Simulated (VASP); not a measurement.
Runs of VASP 6.6.1 on SnSe2. The cell holds a sheet with vacuum, 3 atoms: a = 3.825 Å, b = 3.825 Å, c = 19.180 Å, α = 90.00°, β = 90.00°, γ = 120.00°. The cell was built by a generator and needn't be a form met in nature.

```csv
task,level,spin,cell,k mesh,cutoff (eV),grid for exact exchange (PRECFOCK),exchange at q = 0,dipole correction,screening parameter,gap on the mesh (eV),largest force (eV/Å)
work function,PBE0,off,"P-3m1, 81.0 Å³/atom",6 × 6 × 1,520,Fast,default,yes,-,(a),0.44
relaxation of cell and atoms,PBE+D3(BJ),off,relaxed,12 × 12 × 1,600,-,-,no,-,0.77,-
work function,PBE,"non-collinear, zero start, SOC","P-3m1, 81.0 Å³/atom",12 × 12 × 1,520,-,-,yes,-,-,0.09
work function,HSE06,off,"P-3m1, 81.0 Å³/atom",6 × 6 × 1,520,Fast,-,yes,0.2 1/A,1.44,(b)
work function,PBE,off,"P-3m1, 81.0 Å³/atom",12 × 12 × 1,520,-,-,yes,-,0.77,0.08
```

Alike in all rows: potentials or basis VASP PAW PBE potentials, release 64 (Se, Sn_d); smearing gaussian 0.03 eV.

Fill in the values left out.

(a) 2.10; (b) 0.43.

Caveats: spin-orbit coupling is left out, which moves the levels of the heavy elements (some runs); the PAW data sets were made with another functional, which shifts forces and pressure a little (some runs).

A k mesh can miss the band edges, and rows without SOC leave out spin-orbit coupling on Se, Sn.
